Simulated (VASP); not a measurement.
## TiC: stress against strain

TiC (rock salt, Fm-3m, 9.692 Å³/atom and stress up to 0.08 GPa in the relaxed cell, cube axes along x, y and z) under an equal strain ε along x and y, with z held. LDA in VASP (plane waves, PAW), 600 eV, 18×18×18 Γ-centred mesh, Methfessel-Paxton smearing 0.10 eV; ions are relaxed, or left where forces stay under 0.02 eV/Å, within the symmetry of each cell. Stress is positive for a compressed cell.

Here s stands for strain and y for stress xx.

```csv
strain (%),stress xx (GPa)
-1.50,11.63
-1.00,7.51
-0.50,3.60
0.00,-0.08
0.50,-3.54
1.00,-6.80
1.50,-9.86
3.00,?
```

Task: Fit y against s with a straight line, and predict the withheld value at s = 3.00.

Result: Means: s 0, y 0.351. About the means, the sum of products is -50.115 and the sum of squares of s is 7.0000; the slope is their ratio. Least squares gives y = 0.351 - 7.1593·s. Residuals (row less fit): 0.540, 0.000, -0.331, -0.431, -0.311, 0.008, 0.528; standard error 0.439 (degrees of freedom: 5). The slope gives the elastic constants C11 + C12 = about 720 GPa. At the withheld row, y = 0.351 - 7.1593 × 3.0 = -21.127 GPa. The calculation gives -17.99 GPa, 3.137 GPa above the prediction (10.6 % of the range of y in the table). The row lies outside the fitted rows, so this is an extrapolation. From the scatter of the fitted rows alone, a prediction at this place has a standard error of 0.684 GPa, so the miss is 4.6 times that.

A polynomial of degree 2 through the 12 other runs of the series gives -17.78 there, so most of the miss is curvature that the fit leaves out. In a metal these values are sensitive to mesh and smearing; energies are taken to zero smearing, stresses follow the free energy. The runs aren't spin-polarised. Rows are the converged runs of the series near zero and its far end; series whose fitted rows scatter by over a few per cent of the range, as at a crossing or softening among them, aren't shown in this form, nor equations of state whose B0' disagrees with the runs' pressures. Most that stay on the fit to the last digits aren't either.
